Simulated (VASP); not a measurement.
Consider the following.

```yaml
crystal:
  lattice:
    - [0.00000, 3.56364, 3.56364]
    - [3.56364, 0.00000, 3.56364]
    - [3.56364, 3.56364, 0.00000]
  atoms:
    - { symbol: Sr, position: [0.00000, 0.00000, 0.00000] }
    - { symbol: Cl, position: [0.25000, 0.25000, 0.25000] }
    - { symbol: Cl, position: [0.75000, 0.75000, 0.75000] }
```

Computed with PBE GGA, VASP's PBE PAW potentials (set 64) (plane waves; VASP). Settings: 300 eV cut-off, 4×4×4 Γ-centred mesh, Fermi-Dirac smearing of 0.020 eV, potentials Sr_sv Cl.

**Question.** Give the electronic dielectric tensor ε∞ (DFPT, local fields included).

**Answer.** 
```
2.84  0.00  0.00
0.00  2.84  0.00
0.00  0.00  2.84
```

**Question.** Give the Born effective charges.

**Answer.** 
```
atom   Z*xx   Z*yy   Z*zz   mean
----  -----  -----  -----  -----
Sr1    2.50   2.50   2.50   2.50
Cl2   -1.25  -1.25  -1.25  -1.25
Cl3   -1.25  -1.25  -1.25  -1.25
```

**Question.** And the static tensor with the ions free?

**Answer.** 
```
9.50  0.00  0.00
0.00  9.50  0.00
0.00  0.00  9.50
```

**Question.** Which frequencies do the optical Γ-point modes have (no LO-TO splitting)?

**Answer.** 114 (×3), 162 (×3) cm⁻¹.

The structure is a typed SrCl2 crystal (Fm-3m). The cell was not relaxed at this level. The run is one of a series of settings (EDIFF = 1E-8, IBRION = 8, LEPSILON = .TRUE., NSW = 1 against the base run), some of them coarse on purpose.
